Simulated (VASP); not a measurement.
OSZICAR of a VASP run on CoO:

File OSZICAR:
```
       N       E                     dE             d eps       ncg     rms          rms(c)
DAV:   1     0.525099831315E+03    0.52510E+03   -0.21334E+04  3392   0.107E+03
DAV:   2     0.302887717143E+02   -0.49481E+03   -0.44877E+03  3726   0.321E+02
DAV:   3    -0.557484323343E+02   -0.86037E+02   -0.83439E+02  3892   0.156E+02
DAV:   4    -0.590110570281E+02   -0.32626E+01   -0.32226E+01  4126   0.340E+01
DAV:   5    -0.590801885506E+02   -0.69132E-01   -0.69074E-01  3900   0.463E+00    0.355E+01
DAV:   6    -0.573439631633E+02    0.17362E+01   -0.89515E+01  4968   0.122E+02    0.539E+01
DAV:   7    -0.571199650802E+02    0.22400E+00   -0.48487E+01  4438   0.122E+02    0.482E+01
DAV:   8    -0.504467662772E+02    0.66732E+01   -0.18355E+01  4710   0.745E+01    0.218E+01
DAV:   9    -0.745942652135E+02   -0.24147E+02   -0.57533E+01  4690   0.144E+02    0.619E+01
DAV:  10    -0.521002617105E+02    0.22494E+02   -0.93745E+01  4378   0.678E+01    0.212E+01
DAV:  11    -0.511308307875E+02    0.96943E+00   -0.85566E+00  5024   0.542E+01    0.185E+01
DAV:  12    -0.534412572757E+02   -0.23104E+01   -0.69075E+00  4730   0.461E+01    0.266E+01
DAV:  13    -0.516091890242E+02    0.18321E+01   -0.20009E+00  4414   0.276E+01    0.170E+01
DAV:  14    -0.511664673937E+02    0.44272E+00   -0.10869E+00  5312   0.122E+01    0.647E+00
DAV:  15    -0.514837784040E+02   -0.31731E+00   -0.85977E-01  5328   0.725E+00    0.375E+00
DAV:  16    -0.515751460808E+02   -0.91368E-01   -0.98204E-02  4390   0.357E+00    0.351E+00
DAV:  17    -0.516625872834E+02   -0.87441E-01   -0.49624E-02  4810   0.239E+00    0.380E+00
DAV:  18    -0.516360927122E+02    0.26495E-01   -0.86947E-03  3756   0.981E-01    0.376E+00
DAV:  19    -0.516234516567E+02    0.12641E-01   -0.45113E-03  3866   0.538E-01    0.379E+00
DAV:  20    -0.516841009742E+02   -0.60649E-01   -0.87425E-02  5518   0.344E+00    0.347E+00
DAV:  21    -0.516780754198E+02    0.60256E-02   -0.48642E-03  3584   0.481E-01    0.343E+00
DAV:  22    -0.516918356420E+02   -0.13760E-01   -0.35415E-02  5412   0.262E+00    0.332E+00
DAV:  23    -0.517915955922E+02   -0.99760E-01   -0.14403E-01  5388   0.447E+00    0.376E+00
DAV:  24    -0.518996185960E+02   -0.10802E+00   -0.52180E-02  4988   0.306E+00    0.304E+00
DAV:  25    -0.520691900325E+02   -0.16957E+00   -0.17291E-01  5428   0.521E+00    0.217E+00
DAV:  26    -0.521438511170E+02   -0.74661E-01   -0.11944E-01  5010   0.464E+00    0.239E+00
DAV:  27    -0.521655549178E+02   -0.21704E-01   -0.19940E-02  4600   0.134E+00    0.256E+00
DAV:  28    -0.521560297262E+02    0.95252E-02   -0.11273E-02  4788   0.145E+00    0.248E+00
DAV:  29    -0.521235692985E+02    0.32460E-01   -0.87039E-02  4874   0.447E+00    0.230E+00
DAV:  30    -0.521145911931E+02    0.89781E-02   -0.72141E-02  5302   0.576E+00    0.309E+00
DAV:  31    -0.521423291731E+02   -0.27738E-01   -0.75959E-02  5464   0.380E+00    0.360E+00
DAV:  32    -0.521471769616E+02   -0.48478E-02   -0.28020E-02  5160   0.280E+00    0.286E+00
DAV:  33    -0.521600609572E+02   -0.12884E-01   -0.29074E-02  5470   0.230E+00    0.269E+00
DAV:  34    -0.521450160880E+02    0.15045E-01   -0.47756E-02  5322   0.300E+00    0.246E+00
DAV:  35    -0.521351206789E+02    0.98954E-02   -0.14663E-02  5082   0.143E+00    0.262E+00
DAV:  36    -0.521569920010E+02   -0.21871E-01   -0.11826E-02  5390   0.232E+00    0.226E+00
DAV:  37    -0.521791995077E+02   -0.22208E-01   -0.14907E-02  5580   0.262E+00    0.189E+00
DAV:  38    -0.521976942027E+02   -0.18495E-01   -0.18893E-02  5696   0.265E+00    0.159E+00
DAV:  39    -0.522035631662E+02   -0.58690E-02   -0.92900E-03  5240   0.136E+00    0.144E+00
DAV:  40    -0.522082412130E+02   -0.46780E-02   -0.54799E-03  5522   0.117E+00    0.146E+00
DAV:  41    -0.522238982851E+02   -0.15657E-01   -0.78565E-03  5230   0.195E+00    0.149E+00
DAV:  42    -0.522409010277E+02   -0.17003E-01   -0.14870E-02  5702   0.238E+00    0.137E+00
DAV:  43    -0.522603911045E+02   -0.19490E-01   -0.29581E-02  5622   0.332E+00    0.125E+00
DAV:  44    -0.522765021418E+02   -0.16111E-01   -0.27859E-02  5480   0.231E+00    0.125E+00
DAV:  45    -0.522940211861E+02   -0.17519E-01   -0.20454E-02  5372   0.264E+00    0.106E+00
DAV:  46    -0.523002107401E+02   -0.61896E-02   -0.14381E-02  5076   0.182E+00    0.858E-01
DAV:  47    -0.523146455335E+02   -0.14435E-01   -0.20623E-02  5140   0.261E+00    0.812E-01
DAV:  48    -0.523258848834E+02   -0.11239E-01   -0.33014E-02  5460   0.264E+00    0.101E+00
DAV:  49    -0.523355328029E+02   -0.96479E-02   -0.18803E-02  5064   0.193E+00    0.133E+00
DAV:  50    -0.523357611621E+02   -0.22836E-03   -0.36012E-03  3546   0.463E-01    0.136E+00
DAV:  51    -0.523412460551E+02   -0.54849E-02   -0.17151E-03  4412   0.943E-01    0.148E+00
DAV:  52    -0.523372214655E+02    0.40246E-02   -0.15732E-03  4196   0.114E+00    0.140E+00
DAV:  53    -0.523406876200E+02   -0.34662E-02   -0.83189E-04  3594   0.353E-01    0.144E+00
DAV:  54    -0.523363604729E+02    0.43271E-02   -0.75832E-04  3580   0.694E-01    0.142E+00
DAV:  55    -0.523373059598E+02   -0.94549E-03   -0.23363E-03  4820   0.764E-01    0.151E+00
DAV:  56    -0.523351055315E+02    0.22004E-02   -0.52998E-03  4908   0.176E+00    0.159E+00
DAV:  57    -0.523199118672E+02    0.15194E-01   -0.15061E-02  4976   0.263E+00    0.112E+00
DAV:  58    -0.523221244483E+02   -0.22126E-02   -0.43327E-03  4614   0.837E-01    0.992E-01
DAV:  59    -0.523235714268E+02   -0.14470E-02   -0.11679E-03  4496   0.860E-01    0.855E-01
DAV:  60    -0.523216030883E+02    0.19683E-02   -0.73993E-03  5504   0.142E+00    0.609E-01
DAV:  61    -0.523099502087E+02    0.11653E-01   -0.45562E-02  5112   0.279E+00    0.567E-01
DAV:  62    -0.523157431170E+02   -0.57929E-02   -0.95594E-03  4516   0.103E+00    0.517E-01
DAV:  63    -0.523189309556E+02   -0.31878E-02   -0.91784E-03  4556   0.127E+00    0.577E-01
DAV:  64    -0.523195673392E+02   -0.63638E-03   -0.18754E-03  3560   0.294E-01    0.579E-01
DAV:  65    -0.523200626518E+02   -0.49531E-03   -0.24144E-04  2396   0.226E-01    0.561E-01
DAV:  66    -0.523217337470E+02   -0.16711E-02   -0.11853E-02  5004   0.150E+00    0.481E-01
DAV:  67    -0.523237443876E+02   -0.20106E-02   -0.33065E-03  4714   0.562E-01    0.476E-01
DAV:  68    -0.523258748659E+02   -0.21305E-02   -0.37886E-02  4738   0.221E+00    0.581E-01
DAV:  69    -0.523266302112E+02   -0.75535E-03   -0.59528E-03  4716   0.621E-01    0.635E-01
DAV:  70    -0.523272099304E+02   -0.57972E-03   -0.44736E-04  3352   0.274E-01    0.624E-01
DAV:  71    -0.523292123725E+02   -0.20024E-02   -0.58217E-03  4608   0.105E+00    0.776E-01
DAV:  72    -0.523281497361E+02    0.10626E-02   -0.18045E-03  3616   0.657E-01    0.656E-01
DAV:  73    -0.523269903912E+02    0.11593E-02   -0.38254E-03  4456   0.848E-01    0.493E-01
DAV:  74    -0.523286656526E+02   -0.16753E-02   -0.21957E-03  4184   0.568E-01    0.516E-01
DAV:  75    -0.523283533169E+02    0.31234E-03   -0.12612E-03  3626   0.429E-01    0.566E-01
DAV:  76    -0.523261850770E+02    0.21682E-02   -0.10125E-02  4644   0.108E+00    0.536E-01
DAV:  77    -0.523276823234E+02   -0.14972E-02   -0.13270E-03  3582   0.490E-01    0.479E-01
DAV:  78    -0.523281269930E+02   -0.44467E-03   -0.13774E-04  2542   0.129E-01    0.471E-01
DAV:  79    -0.523285709547E+02   -0.44396E-03   -0.96360E-05  2048   0.151E-01    0.459E-01
DAV:  80    -0.523301746366E+02   -0.16037E-02   -0.51242E-04  2470   0.435E-01    0.440E-01
DAV:  81    -0.523348008482E+02   -0.46262E-02   -0.19869E-03  4868   0.834E-01    0.402E-01
DAV:  82    -0.523376381036E+02   -0.28373E-02   -0.17041E-03  5008   0.845E-01    0.376E-01
DAV:  83    -0.523397740790E+02   -0.21360E-02   -0.15335E-03  4768   0.681E-01    0.338E-01
DAV:  84    -0.523408936021E+02   -0.11195E-02   -0.10220E-03  3698   0.348E-01    0.318E-01
DAV:  85    -0.523419069991E+02   -0.10134E-02   -0.88640E-04  3192   0.437E-01    0.289E-01
DAV:  86    -0.523442755168E+02   -0.23685E-02   -0.11163E-02  5110   0.241E+00    0.222E-01
DAV:  87    -0.523457847272E+02   -0.15092E-02   -0.47695E-03  4792   0.139E+00    0.191E-01
DAV:  88    -0.523469559276E+02   -0.11712E-02   -0.76275E-03  4546   0.992E-01    0.255E-01
DAV:  89    -0.523479963346E+02   -0.10404E-02   -0.11767E-03  4144   0.447E-01    0.187E-01
DAV:  90    -0.523488425374E+02   -0.84620E-03   -0.48570E-04  3410   0.556E-01    0.134E-01
DAV:  91    -0.523494386740E+02   -0.59614E-03   -0.73984E-03  5220   0.110E+00    0.144E-01
DAV:  92    -0.523501222242E+02   -0.68355E-03   -0.10251E-03  3812   0.330E-01    0.847E-02
DAV:  93    -0.523503319513E+02   -0.20973E-03   -0.38792E-04  2582   0.280E-01    0.913E-02
DAV:  94    -0.523506112323E+02   -0.27928E-03   -0.17566E-04  2682   0.175E-01    0.813E-02
DAV:  95    -0.523508316474E+02   -0.22042E-03   -0.85290E-05  2354   0.179E-01    0.996E-02
DAV:  96    -0.523511668701E+02   -0.33522E-03   -0.25355E-04  2614   0.292E-01    0.136E-01
DAV:  97    -0.523513759357E+02   -0.20907E-03   -0.87765E-04  3342   0.360E-01    0.135E-01
DAV:  98    -0.523517401088E+02   -0.36417E-03   -0.74859E-04  2826   0.379E-01    0.121E-01
DAV:  99    -0.523519500267E+02   -0.20992E-03   -0.69723E-04  3376   0.245E-01    0.124E-01
DAV: 100    -0.523522391868E+02   -0.28916E-03   -0.51776E-04  2466   0.310E-01
   1 F= -.52352239E+02 E0= -.52337204E+02  d E =-.300702E-01  mag=    11.9399
```

Task: Which electronic solver shows in the log?

Result: It is blocked Davidson (ALGO = Normal, or the opening steps of other solvers). The INCAR had ALGO = Normal.

Task: How was spin treated?

Result: Collinear spin (ISPIN = 2): the summary line carries one mag value, 11.94 μB in the cell.

Task: Can the final energy be trusted as converged?

Result: Convergence was not reached. It stopped with EDIFF = 1E-04, NELM = 100 (LDA (Ceperley-Alder, Perdew-Zunger) + U (Dudarev), plane waves, VASP's LDA PAW potentials (set 64)).  The cell holds a wide vacuum, so values per volume refer to the whole cell.  The moments were started parallel, and other spin orders were not tried in this run.

The cell is a sheet with vacuum, built from a generated structure. A gapless solution with U can be a metastable orbital state.
